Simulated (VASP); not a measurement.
Here is the system:

```xyz
2
Lattice="0.0000 3.0132 3.0132 3.0132 0.0000 3.0132 3.0132 3.0132 0.0000" Properties=species:S:1:pos:R:3 pbc="T T T"
Pt     0.0000     0.0000     0.0000
Te     1.5066     1.5066     1.5066
```

All values below come from PBE GGA, VASP's PBE PAW potentials (set 64) (plane waves; VASP). Numerical set-up: 400 eV cut-off, Gaussian smearing of 0.050 eV, potentials Pt Te.

Task: Give the energies of bands 2 to 11 at the high-symmetry points, in eV from the Fermi level.

Result: 
| band | Γ | X | U | L | W |
|---|---|---|---|---|---|
| 2 | -4.87 | -6.02 | -5.61 | -5.52 | -5.31 |
| 3 | -4.87 | -3.92 | -4.41 | -4.58 | -4.95 |
| 4 | -4.87 | -3.92 | -4.15 | -4.58 | -3.93 |
| 5 | -2.81 | -2.71 | -3.11 | -2.72 | -2.94 |
| 6 | -2.81 | -2.57 | -2.74 | -2.72 | -2.56 |
| 7 | 1.75 | -2.55 | -2.14 | -2.52 | -2.36 |
| 8 | 2.57 | -1.25 | -1.46 | 0.79 | -1.84 |
| 9 | 2.57 | -1.25 | -0.51 | 0.79 | -0.59 |
| 10 | 2.57 | 4.17 | 4.35 | 2.85 | 5.66 |
| 11 | 5.63 | 4.21 | 5.82 | 6.82 | 6.19 |

It has no gap at this level: it comes out as a metal or semimetal.

The structure was generated: PtTe was put into the zinc blende type (F-43m), which need not be its known phase. It was relaxed first, which changed the volume by -14 %.
